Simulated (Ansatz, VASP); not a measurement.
# Al30Ga24N24O43 (amorphous Al2O3 against GaN(10-10), -2 O): VASP beside Ansatz, part 2 of 2

Wanted: the spread between two codes on one cell, functional and k mesh. Of the first pair: The structure shown is the start of the Ansatz relaxation below; VASP solves that cell, so the two are compared at the walk's first step.

VASP 6.6.1 and Ansatz 0.2.0.

So far: Starting point; Ansatz: relaxation, PBE.

### Step 3. VASP: single point, PBE, start cell, pair 1

Level of this step: PBE; plane waves and PAW (Ga_d, N, Al, O) (VASP).

The same cell, functional, mesh and smearing now go to VASP, with its own data sets.

Lines of VASP's logs that name or quote its potential files are left out, and so is its time.

The input, INCAR:

```
SYSTEM = Al30Ga24N24O43
PREC = Accurate
ENCUT = 520
EDIFF = 1E-06
NELM = 120
ISMEAR = -1
SIGMA = 0.025
LREAL = Auto
ALGO = Normal
GGA = PE
NBANDS = 480
LORBIT = 11
LWAVE = .FALSE.
LCHARG = .FALSE.
ISIF = 2
LASPH = .TRUE.
GGA_COMPAT = .FALSE.
EFERMI = MIDGAP
NCORE = 4
```

The input, POSCAR:

```
Al30Ga24N24O43
1.0
   10.4600000000      0.0000000000      0.0000000000
    0.0000000000      9.6300000000      0.0000000000
    0.0000000000      0.0000000000     13.7748800000
Ga N Al O
24 24 30 43
Direct
    0.9905162524      0.0197923157      0.3338177901
    0.2440630975      0.0390861890      0.0805814642
    0.9976959847      0.1900415369      0.1379975724
    0.2450478011      0.1964589823      0.2785722997
    0.9760994264      0.3452024922      0.3420864646
    0.2512523901      0.3546521288      0.0835796755
    0.0043785851      0.5098857736      0.1398197298
    0.2469024857      0.5179646937      0.2786085977
    0.9980688337      0.6802076843      0.3337669729
    0.2629923518      0.6919106957      0.0744398499
    0.0021510516      0.8453478712      0.1367198843
    0.2465774379      0.8524922118      0.2649968639
    0.4950764818      0.0259501558      0.3271099276
    0.7469885277      0.0129595016      0.0752311454
    0.5021701721      0.1871651090      0.1275800588
    0.7413193117      0.1879646937      0.2744125539
    0.4997992352      0.3559813084      0.3399085872
    0.7455927342      0.3518276220      0.0786576725
    0.5030114723      0.5141848390      0.1334675874
    0.7452198853      0.5251401869      0.2720967442
    0.4889579350      0.6899792316      0.3284965096
    0.7588814532      0.6842263759      0.0723926452
    0.5012237094      0.8509345794      0.1359068101
    0.7488336520      0.8537175493      0.2716611687
    0.0617877629      0.0161474559      0.0805016087
    0.3116826004      0.0165420561      0.3239883033
    0.0540344168      0.1898026999      0.2732510192
    0.3165774379      0.1956386293      0.1491192664
    0.0696462715      0.3491692627      0.0687991474
    0.3049043977      0.3603322949      0.3589722742
[... 85 atom lines left out ...]
    0.1224665392      0.6763551402      0.8492197391
    0.7660803059      0.3598753894      0.9275725088
    0.0824760994      0.0569989616      0.4512924976
    0.5125908222      0.5168951194      0.8942219460
    0.9955066922      0.4591277259      0.8872091808
    0.8013288719      0.1114641745      0.7537270742
```

The input, KPOINTS:

```
Automatic mesh
0
Gamma
1 1 1
0 0 0
```

PAW data sets: Ga_d, N, Al and O (PBE family, release 64).

Started as:

```console
$ mpirun -np 16 vasp_gam
```

Numbers of over 12 decimals in the logs are rounded to 6 here.

Log:

```text
[banner, memory and clock lines left out]
running   16 mpi-ranks, on    1 nodes
[...]
LDA part: xc-table for (Slater+PW92), standard interpolation
 POSCAR, INCAR and KPOINTS ok, starting setup
[...]
entering main loop
       N       E                     dE             d eps       ncg     rms          rms(c)
DAV:   1     0.192700830001E+05    0.19270E+05   -0.28622E+05   960   0.268E+03
DAV:   2     0.455428145330E+04   -0.14716E+05   -0.13838E+05   960   0.821E+02
DAV:   3    -0.259374255821E+03   -0.48137E+04   -0.44729E+04  1344   0.339E+02
DAV:   4    -0.902372342861E+03   -0.64300E+03   -0.63225E+03  1328   0.133E+02
[...]
DAV:  19    -0.809479185911E+03   -0.42233E-05   -0.62582E-05  1400   0.388E-02    0.596E-03
DAV:  20    -0.809479186446E+03   -0.53523E-06   -0.14596E-05   920   0.135E-02    0.436E-03
DAV:  21    -0.809479186768E+03   -0.32227E-06   -0.55399E-06   824   0.106E-02
   1 F= -.80947919E+03 E0= -.80947765E+03  d E =-.306975E-02
```

Parts of OUTCAR (step 3):

```text
  FREE ENERGIE OF THE ION-ELECTRON SYSTEM (eV)
  ---------------------------------------------------
  free  energy   TOTEN  =      -809.4791867685 eV

  energy  without entropy=     -809.4761170159  energy(sigma->0) =     -809.47765189
```

The run ends at a pressure of 4.63 GPa, with forces up to 2.6 eV/Å.

### Step 4. Differences

Known differences besides the potentials themselves: the cutoff is 420 eV in Ansatz and 520 eV in VASP (PREC = Accurate, projectors in real space). Total energies have different zeros and are not compared.

Forces on 10 of the 121 atoms, those with the largest forces and the largest differences (eV/Å; atoms numbered as in POSCAR):

```
atom          Ansatz x, y, z            VASP x, y, z
Ga20    -0.541, 0.307, 0.255    -0.540, 0.283, 0.268
Ga21    0.983, -0.279, 2.386    0.982, -0.282, 2.387
 N34  -1.345, -0.106, -0.392  -1.333, -0.098, -0.378
 N43   0.210, -0.837, -1.018   0.206, -0.817, -1.010
 N47    0.206, 0.827, -0.893    0.204, 0.818, -0.885
Al61   0.007, -0.124, -0.142   0.036, -0.107, -0.121
Al70  -0.882, -0.124, -0.210  -0.875, -0.135, -0.240
Al75  -0.106, -0.109, -0.628  -0.101, -0.136, -0.649
 O80    0.034, -0.116, 0.212    0.062, -0.116, 0.250
O118   -0.058, -0.193, 0.235   -0.040, -0.189, 0.270
```

The forces differ by 13 meV/Å r.m.s., which is 5.2 % of the r.m.s. force of 0.245 eV/Å (both taken over all components).

### Step 5. Ansatz: relaxation, PBE

This run makes the geometry at which the two programs are then compared. The cell compared in this pair holds 1405.56 Å³, against 1387.54 Å³ for the pair before.

The structure compared here is the end of the Ansatz relaxation.

The input, input.yaml:

```yaml
crystal:
  lattice:
    - [10.46, 0.0, 0.0]
    - [0.0, 9.63, 0.0]
    - [0.0, 0.0, 13.77488]
  atoms:
    - { symbol: Ga, position: [0.99052, 0.01979, 0.33382] }
    - { symbol: "N", position: [0.06179, 0.01615, 0.0805] }
    - { symbol: Ga, position: [0.24406, 0.03909, 0.08058] }
    - { symbol: "N", position: [0.31168, 0.01654, 0.32399] }
    - { symbol: Ga, position: [0.9977, 0.19004, 0.138] }
    - { symbol: "N", position: [0.05403, 0.1898, 0.27325] }
    - { symbol: Ga, position: [0.24505, 0.19646, 0.27857] }
    - { symbol: "N", position: [0.31658, 0.19564, 0.14912] }
    - { symbol: Ga, position: [0.9761, 0.3452, 0.34209] }
    - { symbol: "N", position: [0.06965, 0.34917, 0.0688] }
    - { symbol: Ga, position: [0.25125, 0.35465, 0.08358] }
    - { symbol: "N", position: [0.3049, 0.36033, 0.35897] }
    - { symbol: Ga, position: [0.00438, 0.50989, 0.13982] }
    - { symbol: "N", position: [0.05736, 0.50957, 0.27589] }
    - { symbol: Ga, position: [0.2469, 0.51796, 0.27861] }
    - { symbol: "N", position: [0.31639, 0.52208, 0.14235] }
    - { symbol: Ga, position: [0.99807, 0.68021, 0.33377] }
    - { symbol: "N", position: [0.07346, 0.6765, 0.06731] }
    - { symbol: Ga, position: [0.26299, 0.69191, 0.07444] }
    - { symbol: "N", position: [0.30608, 0.6927, 0.33943] }
    - { symbol: Ga, position: [0.00215, 0.84535, 0.13672] }
    - { symbol: "N", position: [0.06105, 0.84971, 0.27315] }
    - { symbol: Ga, position: [0.24658, 0.85249, 0.265] }
    - { symbol: "N", position: [0.31448, 0.86197, 0.13268] }
    - { symbol: Ga, position: [0.49508, 0.02595, 0.32711] }
    - { symbol: "N", position: [0.55821, 0.00943, 0.06084] }
    - { symbol: Ga, position: [0.74699, 0.01296, 0.07523] }
    - { symbol: "N", position: [0.80388, 0.01625, 0.34591] }
    - { symbol: Ga, position: [0.50217, 0.18717, 0.12758] }
    - { symbol: "N", position: [0.55658, 0.19175, 0.26427] }
    - { symbol: Ga, position: [0.74132, 0.18796, 0.27441] }
    - { symbol: "N", position: [0.80865, 0.18299, 0.13755] }
    - { symbol: Ga, position: [0.4998, 0.35598, 0.33991] }
    - { symbol: "N", position: [0.56283, 0.35058, 0.05574] }
    - { symbol: Ga, position: [0.74559, 0.35183, 0.07866] }
    - { symbol: "N", position: [0.7907, 0.36035, 0.33709] }
    - { symbol: Ga, position: [0.50301, 0.51418, 0.13347] }
    - { symbol: "N", position: [0.55678, 0.52264, 0.27135] }
    - { symbol: Ga, position: [0.74522, 0.52514, 0.2721] }
    - { symbol: "N", position: [0.81578, 0.51787, 0.13742] }
    - { symbol: Ga, position: [0.48896, 0.68998, 0.3285] }
    - { symbol: "N", position: [0.57359, 0.68402, 0.07745] }
    - { symbol: Ga, position: [0.75888, 0.68423, 0.07239] }
    - { symbol: "N", position: [0.81285, 0.69327, 0.34106] }
    - { symbol: Ga, position: [0.50122, 0.85093, 0.13591] }
    - { symbol: "N", position: [0.56124, 0.85558, 0.27145] }
    - { symbol: Ga, position: [0.74883, 0.85372, 0.27166] }
    - { symbol: "N", position: [0.81581, 0.84942, 0.13936] }
    - { symbol: Al, position: [0.26845, 0.3463, 0.49521] }
    - { symbol: Al, position: [0.40164, 0.51855, 0.63399] }
    - { symbol: Al, position: [0.54578, 0.99981, 0.92393] }
    - { symbol: Al, position: [0.3463, 0.55051, 0.8746] }
    - { symbol: Al, position: [0.75558, 0.77086, 0.81593] }
    - { symbol: Al, position: [0.07005, 0.83478, 0.80142] }
    - { symbol: Al, position: [0.68275, 0.20554, 0.69509] }
    - { symbol: Al, position: [0.97189, 0.61118, 0.56436] }
    - { symbol: Al, position: [0.67691, 0.47553, 0.69289] }
    - { symbol: Al, position: [0.25012, 0.02452, 0.4452] }
    - { symbol: Al, position: [0.49927, 0.19613, 0.53085] }
    - { symbol: Al, position: [0.76644, 0.36724, 0.48126] }
    - { symbol: Al, position: [0.15611, 0.61041, 0.72906] }
    - { symbol: Al, position: [0.83819, 0.51032, 0.87695] }
    - { symbol: Al, position: [0.23558, 0.24389, 0.67445] }
    - { symbol: Al, position: [0.25445, 0.0954, 0.85094] }
    - { symbol: Al, position: [0.00556, 0.02682, 0.95541] }
    - { symbol: Al, position: [0.24017, 0.69141, 0.46506] }
    - { symbol: Al, position: [0.72125, 0.99487, 0.46745] }
    - { symbol: Al, position: [0.43928, 0.99931, 0.70688] }
    - { symbol: Al, position: [0.53052, 0.68892, 0.94926] }
    - { symbol: Al, position: [0.78812, 0.71142, 0.47367] }
    - { symbol: Al, position: [0.10219, 0.3105, 0.91959] }
    - { symbol: Al, position: [0.80538, 0.15854, 0.8796] }
    - { symbol: Al, position: [0.86077, 0.93696, 0.66298] }
    - { symbol: Al, position: [0.99268, 0.14916, 0.54518] }
    - { symbol: Al, position: [0.58888, 0.77628, 0.6209] }
    - { symbol: Al, position: [0.17403, 0.93244, 0.62308] }
    - { symbol: Al, position: [0.08623, 0.58016, 0.95318] }
    - { symbol: Al, position: [0.59185, 0.34447, 0.90877] }
    - { symbol: O, position: [0.80643, 0.67111, 0.93655] }
    - { symbol: O, position: [0.57916, 0.33912, 0.46758] }
    - { symbol: O, position: [0.1954, 0.25554, 0.79787] }
    - { symbol: O, position: [0.07617, 0.6405, 0.46087] }
    - { symbol: O, position: [0.24628, 0.86687, 0.5138] }
    - { symbol: O, position: [0.44257, 0.83935, 0.65421] }
    - { symbol: O, position: [0.70395, 0.84637, 0.69919] }
    - { symbol: O, position: [0.82152, 0.54126, 0.51363] }
    - { symbol: O, position: [0.90844, 0.84856, 0.78218] }
    - { symbol: O, position: [0.56104, 0.58677, 0.636] }
    - { symbol: O, position: [0.76891, 0.58272, 0.76953] }
    - { symbol: O, position: [0.83329, 0.99777, 0.95269] }
    - { symbol: O, position: [0.23613, 0.1724, 0.96673] }
    - { symbol: O, position: [0.15651, 0.78896, 0.69492] }
    - { symbol: O, position: [0.61313, 0.34321, 0.77132] }
    - { symbol: O, position: [0.73255, 0.33996, 0.61433] }
    - { symbol: O, position: [0.34028, 0.16468, 0.49094] }
    - { symbol: O, position: [0.97322, 0.19046, 0.90569] }
    - { symbol: O, position: [0.27753, 0.05882, 0.68299] }
    - { symbol: O, position: [0.56694, 0.06368, 0.45251] }
    - { symbol: O, position: [0.92297, 0.28274, 0.47576] }
    - { symbol: O, position: [0.54596, 0.1183, 0.64739] }
    - { symbol: O, position: [0.35897, 0.70657, 0.94573] }
    - { symbol: O, position: [0.37601, 0.33526, 0.62018] }
    - { symbol: O, position: [0.31607, 0.5509, 0.74562] }
    - { symbol: O, position: [0.89675, 0.78011, 0.56744] }
    - { symbol: O, position: [0.04485, 0.5308, 0.65983] }
    - { symbol: O, position: [0.60621, 0.82935, 0.88454] }
    - { symbol: O, position: [0.13711, 0.27164, 0.57287] }
    - { symbol: O, position: [0.3066, 0.54797, 0.52931] }
    - { symbol: O, position: [0.81721, 0.05894, 0.56241] }
    - { symbol: O, position: [0.02717, 0.0211, 0.64304] }
    - { symbol: O, position: [0.12993, 0.96795, 0.87154] }
    - { symbol: O, position: [0.62977, 0.15574, 0.90362] }
    - { symbol: O, position: [0.65669, 0.81776, 0.50171] }
    - { symbol: O, position: [0.41541, 0.0271, 0.83704] }
    - { symbol: O, position: [0.22709, 0.45979, 0.9404] }
    - { symbol: O, position: [0.12247, 0.67635, 0.84922] }
    - { symbol: O, position: [0.76608, 0.35988, 0.92757] }
    - { symbol: O, position: [0.08248, 0.057, 0.45129] }
    - { symbol: O, position: [0.51259, 0.5169, 0.89422] }
    - { symbol: O, position: [0.99551, 0.45913, 0.88721] }
    - { symbol: O, position: [0.80133, 0.11146, 0.75373] }
kpoints:
  mp_grid: { grid: [1, 1, 1] }
hamiltonian:
  xc: pbe
scf:
  occupations: { method: fermi_dirac, width: 0.025 }
output:
  forces: true
relax:
  f_tol: 0.08
  max_steps: 90
  cell: { fix: [a, b, alpha, beta, gamma] }
```

Started as:

```console
$ ansatz run input.yaml --threads 4 --pin off --max-ram 8192MiB --backend cpu --events-out ev --progress --plain --runs-dir out
```

Log:

```text
[...]
Crystal: 121 atoms, lattice volume = 1387.541 Å³
Basis set: ecut = 420 eV, 27097 PW (Γ), exchange–correlation on 144×144×192 points (8 copies of the dense FFT grid, shifted against one another)
Bands: 511, of which v1, the nominal top of the filled ones, is band 390 counted from 1 (389 counted from 0)
Symmetry: 1 space group operations
[...]
k-points: 1
[...]
- { symbol: O, position: [0.585491, 0.323023, 0.466175] }
    - { symbol: O, position: [0.193120, 0.279194, 0.803101] }
    - { symbol: O, position: [0.065436, 0.641591, 0.456170] }
    - { symbol: O, position: [0.232305, 0.852242, 0.510968] }
    - { symbol: O, position: [0.448451, 0.848531, 0.651801] }
    - { symbol: O, position: [0.710764, 0.852728, 0.706044] }
    - { symbol: O, position: [0.803808, 0.553421, 0.512179] }
[...]
- { symbol: O, position: [0.078978, 0.040502, 0.468839] }
    - { symbol: O, position: [0.504174, 0.515611, 0.890778] }
    - { symbol: O, position: [0.993079, 0.467975, 0.887265] }
    - { symbol: O, position: [0.799221, 0.120087, 0.754808] }
```

### Step 6. VASP: single point, PBE, relaxed cell, pair 2

The same cell, functional, mesh and smearing now go to VASP, with its own data sets.

Edit INCAR of step 3 so:

```diff
@@ -2,3 +2,3 @@
 PREC = Accurate
-ENCUT = 520
+ENCUT = 600
 EDIFF = 1E-06
```

The input, POSCAR:

```
Al30Ga24N24O43
1.0
   10.4600000000      0.0000000000      0.0000000000
    0.0000000000      9.6300000000      0.0000000000
    0.0000000000      0.0000000000     13.9538040000
Ga N Al O
24 24 30 43
Direct
    0.9964400000      0.0104300000      0.3372600000
    0.2484700000      0.0370100000      0.0768500000
    0.0019000000      0.1844400000      0.1419400000
    0.2505500000      0.1904200000      0.2827400000
    0.9797800000      0.3419900000      0.3428100000
    0.2510100000      0.3467300000      0.0819300000
    0.0083300000      0.5035900000      0.1368100000
    0.2529900000      0.5101600000      0.2784000000
    0.9932300000      0.6722000000      0.3302100000
    0.2655400000      0.6865900000      0.0748800000
    0.0067500000      0.8409700000      0.1354400000
    0.2526900000      0.8453200000      0.2671000000
    0.4980500000      0.0134500000      0.3258600000
    0.7519700000      0.0113000000      0.0764600000
    0.5032000000      0.1804300000      0.1276400000
    0.7462400000      0.1801600000      0.2774900000
    0.5039200000      0.3441600000      0.3369000000
    0.7459800000      0.3448500000      0.0777700000
    0.5029700000      0.5050900000      0.1305000000
    0.7443800000      0.5130900000      0.2635900000
    0.5045700000      0.6701000000      0.3449000000
    0.7589200000      0.6811100000      0.0710500000
    0.5040800000      0.8462500000      0.1358300000
    0.7495100000      0.8478300000      0.2677500000
    0.0640000000      0.0131100000      0.0779700000
    0.3118300000      0.0108100000      0.3328900000
    0.0594800000      0.1813700000      0.2789300000
    0.3178100000      0.1896400000      0.1521900000
    0.0687500000      0.3406000000      0.0686800000
    0.3116200000      0.3523700000      0.3614100000
[... 85 atom lines left out ...]
    0.1154900000      0.6927300000      0.8396500000
    0.7634000000      0.3626600000      0.9276500000
    0.0789800000      0.0405000000      0.4688400000
    0.5041700000      0.5156100000      0.8907800000
    0.9930800000      0.4679700000      0.8872700000
    0.7992200000      0.1200900000      0.7548100000
```

KPOINTS is that of step 3.

Started as:

```console
$ mpirun -np 16 vasp_gam
```

Log:

```text
[... set-up lines as in an earlier step ...]
 entering main loop
       N       E                     dE             d eps       ncg     rms          rms(c)
DAV:   1     0.204990219005E+05    0.20499E+05   -0.31403E+05   984   0.292E+03
DAV:   2     0.489393099905E+04   -0.15605E+05   -0.14661E+05   960   0.902E+02
DAV:   3    -0.182005662240E+03   -0.50759E+04   -0.47070E+04  1336   0.361E+02
DAV:   4    -0.898240541337E+03   -0.71623E+03   -0.70329E+03  1320   0.142E+02
[...]
DAV:  19    -0.813272519130E+03   -0.25418E-05   -0.27337E-05  1104   0.253E-02    0.405E-03
DAV:  20    -0.813272520646E+03   -0.15165E-05   -0.13697E-05   928   0.124E-02    0.315E-03
DAV:  21    -0.813272520826E+03   -0.17996E-06   -0.18435E-06   752   0.893E-03
   1 F= -.81327252E+03 E0= -.81327252E+03  d E =-.208164E-11
```

Parts of OUTCAR (step 6):

```text
  FREE ENERGIE OF THE ION-ELECTRON SYSTEM (eV)
  ---------------------------------------------------
  free  energy   TOTEN  =      -813.2725208262 eV

  energy  without entropy=     -813.2725208262  energy(sigma->0) =     -813.27252083

[... 1 further part left out ...]
```

The run ends at a pressure of 1.48 GPa, with forces up to 0.058 eV/Å.

### Step 7. Comparison

What differs besides the data sets and the points named for the pairs above, as far as they apply: the cutoff is 420 eV in Ansatz and 600 eV in VASP (PREC = Accurate, projectors in real space). Total energies have different zeros and are not compared.

The two programs side by side:

```
              quantity  Ansatz   VASP  difference
        pressure (GPa)    1.64   1.48       +0.16
gap on the k mesh (eV)   1.402  1.398      +0.004
```

At this near-relaxed geometry the largest component of a force difference is 43 meV/Å. A gap on the mesh is an upper bound, since the band edges may lie between its points.

### Step 8. Summary of results

| Property | Result |
| --- | --- |
| r.m.s. force difference (single point, PBE, start cell, pair 1) | 5.2 % of the r.m.s. force |
| r.m.s. force difference (single point, PBE, relaxed cell, pair 2) | 12 meV/Å |

What this shows: The r.m.s. force difference is 5.2 % of the r.m.s. force (single point, PBE, start cell, pair 1), beyond the 3 % picked in this series as the mark of a large difference. What causes the difference of the single point, PBE, start cell, pair 1 pair stays open here. What causes the difference of the single point, PBE, relaxed cell, pair 2 pair stays open here. Such differences can come from data sets, numerical settings and the points named under the comparisons, not from the functional's error against experiment.

[Lines on the potential files, build, host, timing and source positions are cut from VASP's logs without a mark.]

[Logs are printed without paths, hosts, clocks, repeated set-up lines and the standing remarks that a program may print on its own settings, such as how far it seeks lower states.]

[Hosts, paths, dates, database ids (printed as entryN), source tags and the programs' standing remarks are cut or masked in the printed files.]
